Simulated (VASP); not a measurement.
Consider the following.

```xyz
3
Lattice="-1.6114 1.6114 3.9313 1.6114 -1.6114 3.9313 1.6114 1.6114 -3.9313" Properties=species:S:1:pos:R:3 pbc="T T T"
Si     0.0000     0.0000     5.2311
Si     0.0000     0.0000     2.6314
W      0.0000     0.0000     0.0000
```

Calculation: optB86b-vdW, VASP's PBE PAW potentials (set 64) (plane waves; VASP). Settings: 520 eV cut-off, Gaussian smearing of 0.050 eV, potentials Si W_sv.

Q: Give the energies of bands 6 to 14 at the high-symmetry points, in eV from the Fermi level.

A: 
| band | Γ | X | P | N | M | S | R |
|---|---|---|---|---|---|---|---|
| 6 | -6.75 | -6.88 | -6.63 | -9.79 | -10.92 | -9.28 | -8.03 |
| 7 | -3.75 | -5.90 | -6.48 | -5.68 | -3.74 | -7.68 | -5.79 |
| 8 | -3.25 | -5.49 | -6.48 | -4.78 | -2.53 | -2.99 | -5.07 |
| 9 | -2.81 | -4.96 | -3.00 | -2.76 | -0.83 | -2.66 | -4.06 |
| 10 | -2.81 | -3.21 | -2.38 | -2.72 | -0.83 | -2.44 | -3.07 |
| 11 | 0.61 | -1.71 | -2.38 | -0.41 | -0.50 | -0.30 | -2.27 |
| 12 | 2.69 | 2.75 | 0.04 | 2.66 | -0.50 | 1.81 | 1.94 |
| 13 | 3.06 | 2.92 | 2.92 | 2.78 | 0.78 | 2.55 | 2.13 |
| 14 | 3.06 | 3.08 | 3.57 | 3.92 | 4.43 | 3.54 | 2.99 |

It has no gap at this level: it comes out as a metal or semimetal.

The compound is WSi2 in the MoSi2 type structure. It was relaxed first.
